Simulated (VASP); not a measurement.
# Sn2Bi2O (I4/mmm) in VASP: a series of runs

The runs below take Sn2Bi2O through relaxation of cell and atoms, with PBE.

All numbers are computed with VASP 6.6.1; they aren't measurements. Logs are shortened: lines on timing, memory, paths and dates and some standing lists are left out, and cuts for length are marked.

### 1 The structure

It takes space group I4/mmm (No. 139, tetragonal). Conventional cell: a = 5.231 Å, b = 5.231 Å, c = 10.057 Å, α = 90.00°, β = 90.00°, γ = 90.00°. Sn (site symmetry 4mm) has 1 O at 2.60 Å as nearest neighbours. Bi (site symmetry mmm) is surrounded by 2 O at 2.62 Å. O (site symmetry 4/mmm) has 2 Sn at 2.60 Å and 4 Bi at 2.62 Å as nearest neighbours.

The cell was built by a generator and needn't be a form met in nature.

### 2 Relaxation of cell and atoms, PBE

File INCAR:

```
SYSTEM = Sn2Bi2O
PREC = Normal
ENCUT = 520
EDIFF = 1E-4
ISMEAR = 0
SIGMA = 0.15
LREAL = .FALSE.
LASPH = .TRUE.
NELM = 60
ALGO = Fast
ISIF = 3
LWAVE = .FALSE.
LCHARG = .FALSE.
GGA = PE
IBRION = 2
NSW = 24
EDIFFG = -0.08
```

File KPOINTS:

```
regular mesh
0
G
  4 4 4
  0 0 0
```

File POSCAR:

```
Sn2Bi2O
1.0
   -2.6152721200      2.6152721200      5.0286358500
    2.6152721200     -2.6152721200      5.0286358500
    2.6152721200      2.6152721200     -5.0286358500
Sn Bi O
2 2 1
Direct
    0.7582625700      0.7582625700      0.0000000000
    0.2417374300      0.2417374300      0.0000000000
    0.5000000000      0.0000000000      0.5000000000
    0.0000000000      0.5000000000      0.5000000000
    0.5000000000      0.5000000000      0.0000000000
```

Potentials or basis: VASP PAW PBE potentials, release 64 (Sn_d, Bi_d, O).

On the command line:

```bash
> cat potpaw_PBE.64/Sn_d/POTCAR potpaw_PBE.64/Bi_d/POTCAR potpaw_PBE.64/O/POTCAR > POTCAR
> mpirun -np 1 vasp_std > vasp.out
```

OUTCAR:

```text
SYSTEM = Sn2Bi2O
   PREC = Normal
   ENCUT = 520
   EDIFF = 1E-4
   ISMEAR = 0
   LREAL = .FALSE.
   LASPH = .TRUE.
   NELM = 60
   ISIF = 3
   GGA = PE
   IBRION = 2
   NSW = 24
   EDIFFG = -0.08

 ion  position               nearest neighbor table
   1  0.758  0.758  0.000-   5 2.60   4 3.57   3 3.57   3 3.57   4 3.57   4 3.69   3 3.69   3 3.69
                             4 3.69   2 3.70   2 3.70   2 3.70   2 3.70
   2  0.242  0.242  0.000-   5 2.60   4 3.57   3 3.57   4 3.57   3 3.57   3 3.69   4 3.69   3 3.69
                             4 3.69   1 3.70   1 3.70   1 3.70   1 3.70
   3  0.500  0.000  0.500-   5 2.62   5 2.62   2 3.57   1 3.57   1 3.57   2 3.57   1 3.69   2 3.69
                             1 3.69   2 3.69   4 3.70   4 3.70   4 3.70   4 3.70
   4  0.000  0.500  0.500-   5 2.62   5 2.62   1 3.57   2 3.57   1 3.57   2 3.57   1 3.69   2 3.69
                             2 3.69   1 3.69   3 3.70   3 3.70   3 3.70   3 3.70
   5  0.500  0.500  0.000-   1 2.60   2 2.60   3 2.62   4 2.62   3 2.62   4 2.62

  LATTYP: Found a body centered tetragonal cell.
 ALAT       =     5.2305442400
 C/A-ratio  =     1.9227964125

  Lattice vectors:

 A1 = (  -2.6152721200,   2.6152721200,   5.0286358500)
 A2 = (   2.6152721200,  -2.6152721200,   5.0286358500)
 A3 = (   2.6152721200,   2.6152721200,  -5.0286358500)

Analysis of symmetry for initial positions (statically):
=====================================================================
 Subroutine PRICEL returns:
 Original cell was already a primitive cell.

 Routine SETGRP: Setting up the symmetry group for a
 body centered tetragonal supercell.

 Subroutine GETGRP returns: Found 16 space group operations
 (whereof 16 operations were pure point group operations)
 out of a pool of 16 trial point group operations.

The static configuration has the point symmetry D_4h.

Analysis of symmetry for dynamics (positions and initial velocities):
=====================================================================
 Subroutine PRICEL returns:
 Original cell was already a primitive cell.

 Routine SETGRP: Setting up the symmetry group for a
 body centered tetragonal supercell.

 Subroutine GETGRP returns: Found 16 space group operations
 (whereof 16 operations were pure point group operations)
 out of a pool of 16 trial point group operations.

The dynamic configuration has the point symmetry D_4h.

 Subroutine INISYM returns: Found 16 space group operations
 (whereof 16 operations are pure point group operations),
 and found     1 'primitive' translations

----------------------------------------------------------------------------------------

                                     Primitive cell

  volume of cell :     137.5764

  direct lattice vectors                    reciprocal lattice vectors
    -2.615272120  2.615272120  5.028635850     0.000000000  0.191184694  0.099430544
     2.615272120 -2.615272120  5.028635850     0.191184694  0.000000000  0.099430544
     2.615272120  2.615272120 -5.028635850     0.191184694  0.191184694  0.000000000

  length of vectors
     6.242313276  6.242313276  6.242313276     0.215494827  0.215494827  0.270375987

  position of ions in fractional coordinates (direct lattice)
     0.758262570  0.758262570  0.000000000
     0.241737430  0.241737430  0.000000000
     0.500000000  0.000000000  0.500000000
     0.000000000  0.500000000  0.500000000
     0.500000000  0.500000000  0.000000000

  ion indices of the primitive-cell ions
   primitive index   ion index
                 1           1
                 2           2
                 3           3
                 4           4
                 5           5

----------------------------------------------------------------------------------------

 KPOINTS: regular mesh

Automatic generation of k-mesh.
 Grid dimensions read from file:
 generate k-points for:    4    4    4

 Generating k-lattice:

  Cartesian coordinates                     Fractional coordinates (reciprocal lattice)
     0.000000000  0.047796174  0.024857636     0.250000000  0.000000000  0.000000000
     0.047796174  0.000000000  0.024857636     0.000000000  0.250000000  0.000000000
     0.047796174  0.047796174  0.000000000     0.000000000  0.000000000  0.250000000

  Length of vectors
     0.053873707  0.053873707  0.067593997

  Shift w.r.t. Gamma in fractional coordinates (k-lattice)
     0.000000000  0.000000000  0.000000000

 Subroutine IBZKPT returns following result:
 ===========================================

 Found     13 irreducible k-points:

 Following reciprocal coordinates:
            Coordinates               Weight
  0.000000  0.000000  0.000000      1.000000
  0.250000  0.000000  0.000000      8.000000
  0.500000  0.000000  0.000000      4.000000
  0.250000  0.250000  0.000000      8.000000
  0.500000  0.250000  0.000000     16.000000
 -0.250000  0.250000  0.000000      4.000000
  0.500000  0.500000  0.000000      2.000000
  0.250000  0.250000  0.250000      2.000000
 -0.250000  0.250000  0.250000      4.000000
  0.500000  0.500000  0.250000      4.000000
 -0.250000  0.500000  0.250000      8.000000
 -0.250000 -0.250000  0.250000      2.000000
  0.500000  0.500000  0.500000      1.000000
   k-points           NKPTS =     13   k-points in BZ     NKDIM =     13   number of bands    NBANDS=     38
   number of dos      NEDOS =    301   number of ions     NIONS =      5
   total plane-waves  NPLWV =  46656
   dimension x,y,z NGX =    36 NGY =   36 NGZ =   36
   dimension x,y,z NGXF=    72 NGYF=   72 NGZF=   72
   ions per type =               2   2   1
   NGX,Y,Z   is equivalent  to a cutoff of   9.59,  9.59,  9.59 a.u.
   NGXF,Y,Z  is equivalent  to a cutoff of  19.18, 19.18, 19.18 a.u.
 SYSTEM =  Sn2Bi2O
   PREC   = normal    normal or accurate (medium, high low for compatibility)
   ISTART =      0    job   : 0-new  1-cont  2-samecut
   ICHARG =      2    charge: 1-file 2-atom 10-const
   ISPIN  =      1    spin polarized calculation?
   LNONCOLLINEAR =      F non collinear calculations
   LSORBIT =      F    spin-orbit coupling
   LASPH  =      T    aspherical Exc in radial PAW
   ENCUT  =  520.0 eV  38.22 Ry    6.18 a.u.  11.61 11.61 11.61*2*pi/ulx,y,z
   NELM   =     60;   NELMIN=  2; NELMDL= -5     # of ELM steps
   EDIFF  = 0.1E-03   stopping-criterion for ELM
   LREAL  =      F    real-space projection
   EDIFFG = -.8E-01   stopping-criterion for IOM
   NSW    =     24    number of steps for IOM
   IBRION =      2    ionic relax: 0-MD 1-quasi-New 2-CG
   NFREE  =      1    steps in history (QN), initial steepest desc. (CG)
   ISIF   =      3    stress and relaxation
   ISYM   =      2    0-nonsym 1-usesym 2-fastsym
   POTIM  = 0.5000    time-step for ionic-motion
   TEBEG  =    0.0;   TEEND  =   0.0 temperature during run
   PSTRESS=    0.0 pullay stress
   NELECT =      64.0000    total number of electrons
   NUPDOWN=      -1.0000    fix difference up-down
   EMIN   =  10.00;   EMAX   =-10.00  energy-range for DOS
   EFERMI =   0.00;   METHOD = LEGACY
   ISMEAR =     0;   SIGMA  =   0.15  broadening in eV -4-tet -1-fermi 0-gaus
   EFERMI_NEDOS =   21; number of points for ismear=-14 and -15
   IALGO  =     68    algorithm
   IMIX   =      4    mixing-type and parameters
     AMIX     =   0.40;   BMIX     =  1.00
     AMIX_MAG =   1.60;   BMIX_MAG =  1.00
  volume/ion in A,a.u.               =      27.52       185.68
  Fermi-wavevector in a.u.,A,eV,Ry     =   1.268489  2.397097 21.892663  1.609065
  Thomas-Fermi vector in A             =   2.401581
   LORBIT       =      0    0 simple, 1 ext, 2 COOP (PROOUT), +10 PAW based schemes
   GGA     = PE    functional components
   LHFCALC =     F    Hartree Fock is set to
   AEXX    =    0.0000 exact exchange contribution
   IVDW    =     0    specifies the selected vdW correction
   LEPSILON=     F    determine dielectric tensor
   LRPA    =     F    only Hartree local field effects (RPA)
 conjugate gradient relaxation of ions
 non-spin polarized calculation
 RMM-DIIS sequential band-by-band and
 Gauss-broadening in eV      SIGMA  =   0.15
  energy-cutoff  :      520.00
  volume of cell :      137.58
 maximum number of plane-waves:      3730
   NGX = 23   NGY = 23   NGZ = 23

--------------------------------------- Ionic step        1  -------------------------------------------

 number of electron      64.0000012 magnetization

 Free energy of the ion-electron system (eV)
  ---------------------------------------------------
  ext. energy  EPLUGINS =         0.00000000
  ---------------------------------------------------
  free energy    TOTEN  =       -21.02311014 eV

  energy without entropy =      -20.96025251  energy(sigma->0) =      -20.99168133

 E-fermi :   6.6775     XC(G=0):  -9.8984

 val. band max:        6.6761635332   @ k =   0.5000   0.2500   0.0000
 cond. band min:       6.7024830562   @ k =   0.2500   0.2500   0.0000
 fundamental gap:      0.0263195230
 Fermi energy:         6.6775201874

 k-point     1 :       0.0000    0.0000    0.0000
  band No.  band energies     occupation
      1     -16.5008      2.00000
      2     -16.4811      2.00000
      3     -16.3901      2.00000
      4     -16.3764      2.00000
      5     -16.3764      2.00000
      6     -16.3575      2.00000
[... 632 lines left out ...]
  FREE ENERGIE OF THE ION-ELECTRON SYSTEM (eV)
  ---------------------------------------------------
  free  energy   TOTEN  =       -21.2225619299 eV

  energy  without entropy=      -21.1637378925  energy(sigma->0) =      -21.19314991

[... ionic steps 4 to 12 ...]

--------------------------------------- Ionic step       13  -------------------------------------------

 number of electron      63.9999923 magnetization

------------------------ aborting loop because EDIFF is reached ----------------------------------------

  FORCE on cell =-STRESS in cart. coord.  units (eV):
  Direction    XX          YY          ZZ          XY          YZ          ZX
  --------------------------------------------------------------------------------------
  -------------------------------------------------------------------------------------
  Total        0.1396468      0.1396468     -0.1258643      0.0000000      0.0000000      0.0000000
  in kB        1.7706786      1.7706786     -1.5959207      0.0000000      0.0000000      0.0000000
  external PRESSURE =       0.6484788 kB  Pullay stress =       0.0000000 kB
[... 63 lines left out ...]
  energy  without entropy=      -21.3115200841  energy(sigma->0) =      -21.31799869

--------------------------------------- Ionic step       15  -------------------------------------------

 number of electron      63.9999922 magnetization

 Free energy of the ion-electron system (eV)
  ---------------------------------------------------
  ext. energy  EPLUGINS =         0.00000000
  ---------------------------------------------------
  free energy    TOTEN  =       -21.32612806 eV

  energy without entropy =      -21.31337537  energy(sigma->0) =      -21.31975172

 E-fermi :   7.6543     XC(G=0): -10.2846

 val. band max:        7.4584577140   @ k =  -0.2500  -0.2500   0.2500
 cond. band min:       7.7376777698   @ k =  -0.2500   0.2500   0.2500
 fundamental gap:      0.2792200557
 Fermi energy:         7.6543011415

 k-point     1 :       0.0000    0.0000    0.0000
  band No.  band energies     occupation
      1     -15.7513      2.00000
      2     -15.6695      2.00000
      3     -15.5007      2.00000
      4     -15.5007      2.00000
      5     -15.4788      2.00000
      6     -15.4734      2.00000
[... 554 lines left out ...]
  FREE ENERGIE OF THE ION-ELECTRON SYSTEM (eV)
  ---------------------------------------------------
  free  energy   TOTEN  =       -21.3261280641 eV

  energy  without entropy=      -21.3133753695  energy(sigma->0) =      -21.31975172

 reached required accuracy - stopping structural energy minimisation
```

Wall time 6.7 min (1 thread of Intel Xeon Platinum 8259CL at 2.50GHz (Skylake/Cascade Lake), shared host); peak memory 0.25 GiB.

What came out:

```yaml
Free_energy: -21.3261 eV
Relaxed_volume: 25.31 Å³/atom
Relaxed_cell: a = 6.343 Å, b = 6.343 Å, c = 6.343 Å, α = 134.80°, β = 134.80°, γ = 65.84°
Space_group_after_relaxing_to_0.05_Å: I4/mmm (No. 139)
Energy_gained_by_relaxing: 60.6 meV/atom
Ionic_steps: 15
Pressure_after_relaxing: -0.2 GPa
Largest_force_after_relaxing: 0.055 eV/Å
Band_gap_on_the_k_mesh: none (metal or under the smearing width)
```

Forces on the atoms (eV/Å):
```
Sn   0.000  0.000  0.055
Sn   0.000  0.000 -0.055
Bi   0.000  0.000  0.000
Bi   0.000  0.000  0.000
O    0.000  0.000  0.000
```

The path:
```csv
step,energy change (eV),largest force (eV/Å),pressure (GPa),volume (Å³)
1,0.0000,0.0912,-4.55,137.58
2,-0.1905,0.1358,1.25,122.59
3,-0.1995,0.0670,0.33,124.92
4,-0.1991,0.0596,0.04,125.48
5,-0.1994,0.0918,0.07,125.24
6,-0.2077,0.0468,-0.06,125.20
7,-0.2361,0.0248,0.16,125.01
8,-0.2910,0.0898,0.82,124.39
9,-0.0505,0.3382,4.32,122.29
10,-0.2938,0.1209,0.93,124.26
11,-0.3002,0.0967,0.39,125.73
12,-0.3004,0.0851,0.16,126.26
13,-0.3003,0.0820,0.06,126.36
14,-0.3014,0.0833,-0.05,126.40
15,-0.3030,0.0546,-0.18,126.54
```

Final structure:
```
Sn Bi O
1.0
    -2.43755    2.43755    5.32412
     2.43755   -2.43755    5.32412
     2.43755    2.43755   -5.32412
Sn Bi O
2 2 1
Direct
  0.76464 0.76464 0.00000
  0.23536 0.23536 0.00000
  0.50000 0.00000 0.50000
  0.00000 0.50000 0.50000
  0.50000 0.50000 0.00000
```

Levels at points of the mesh, in eV from the Fermi level:
```tsv
k point	band 29	band 30	band 31	band 32	band 33	band 34	band 35	band 36
(0.00, 0.00, 0.00)	-1.61	-1.61	-0.73	-0.73	-0.67	-0.60	0.96	3.73
(0.50, 0.00, 0.00)	-1.91	-1.84	-1.57	-0.38	0.19	0.28	1.41	1.64
(0.50, 0.50, 0.00)	-2.75	-2.41	-1.84	-1.32	-0.51	1.28	3.11	3.47
(0.50, 0.50, 0.50)	-1.96	-1.96	0.50	0.53	0.57	1.13	1.13	3.07
```

Caveat: the k mesh is coarse (spacing up to 0.42 Å⁻¹), so the values aren't converged; spin-orbit coupling is left out, which moves the levels of the heavy elements; the relaxation stopped at a loose force limit of 0.08 eV/Å, so its end isn't a converged minimum.

(Part 1 of 4 ends here.)
